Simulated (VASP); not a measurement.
Output of a VASP run:

OSZICAR:
```
       N       E                     dE             d eps       ncg     rms          rms(c)
DAV:   1     0.451098584293E+02    0.45110E+02   -0.35151E+03   910   0.508E+02
DAV:   2     0.123799443725E+00   -0.44986E+02   -0.43490E+02  1158   0.116E+02
DAV:   3    -0.185177340669E+01   -0.19756E+01   -0.19649E+01  1226   0.230E+01
DAV:   4    -0.190496950758E+01   -0.53196E-01   -0.53184E-01  1069   0.348E+00
DAV:   5    -0.190614809426E+01   -0.11786E-02   -0.11786E-02  1209   0.447E-01    0.163E+00
DAV:   6    -0.190590856163E+01    0.23953E-03   -0.31415E-03  1035   0.435E-01    0.967E-01
DAV:   7    -0.190641343794E+01   -0.50488E-03   -0.60120E-03  1050   0.658E-01    0.432E-02
DAV:   8    -0.190659851227E+01   -0.18507E-03   -0.32212E-04  1312   0.872E-02    0.306E-02
DAV:   9    -0.190660820705E+01   -0.96948E-05   -0.69572E-06  1010   0.191E-02    0.622E-03
DAV:  10    -0.190660986350E+01   -0.16564E-05   -0.41507E-06  1050   0.109E-02    0.140E-03
DAV:  11    -0.190660983499E+01    0.28508E-07   -0.46492E-07   505   0.456E-03
   1 F= -.19066098E+01 E0= -.19060170E+01  d E =-.177840E-02
```

OUTCAR:
```
------------------------ aborting loop because EDIFF is reached ----------------------------------------
  FORCE on cell =-STRESS in cart. coord.  units (eV):
  Direction    XX          YY          ZZ          XY          YZ          ZX
  --------------------------------------------------------------------------------------
  Total        0.0260255      0.0260255      0.0260255      0.0000000      0.0000000      0.0000000
  in kB        0.6592163      0.6592163      0.6592163      0.0000000      0.0000000      0.0000000
  external PRESSURE =       0.6592163 kB  Pullay stress =       0.0000000 kB
  volume of cell :       63.25
      direct lattice vectors                 reciprocal lattice vectors
    -2.510000000  2.510000000  2.510000000     0.000000000  0.199203187  0.199203187
     2.510000000 -2.510000000  2.510000000     0.199203187  0.000000000  0.199203187
     2.510000000  2.510000000 -2.510000000     0.199203187  0.199203187  0.000000000
 POSITION                                       TOTAL-FORCE (eV/Angst)
 -----------------------------------------------------------------------------------
      0.00000      0.00000      0.00000         0.000000      0.000000      0.000000
 -----------------------------------------------------------------------------------
    total drift:                               -0.000000     -0.000000     -0.000000
  FREE ENERGIE OF THE ION-ELECTRON SYSTEM (eV)
  ---------------------------------------------------
  free  energy   TOTEN  =        -1.9066098350 eV

  energy  without entropy=       -1.9048314329  energy(sigma->0) =       -1.90601703
```
(Selected blocks of OUTCAR.)

POSCAR:
```
Ba
1
   -2.5100000000     2.5100000000     2.5100000000
    2.5100000000    -2.5100000000     2.5100000000
    2.5100000000     2.5100000000    -2.5100000000
Ba
1
Direct
  0.0000000000   0.0000000000   0.0000000000
```

Problem. Reconstruct the remaining input files.

Solution. Several could match; the one computed here: the input of the run itself, PBE GGA, plane waves, VASP's PBE PAW potentials (set 64).

INCAR:
```
SYSTEM=Ba
PREC=Accurate; ENCUT=400; LREAL=F
LASPH=T; NBANDS=13
EDIFF=1E-6; NELM=100; ALGO=Normal
LMAXMIX=4
ISMEAR=1; SIGMA=0.1
GGA=PE
ISIF=2
LWAVE=F; LCHARG=F
```

KPOINTS:
```
K-points
0
gamma
9 9 9
```

POTCAR, in this order: Ba_sv (PBE.64 set). Program: vasp_std.

The compound is Ba in the bcc structure. The cell was not relaxed at this level. The run is one of a series of settings (NBANDS = 13 against the base run), some of them coarse on purpose.
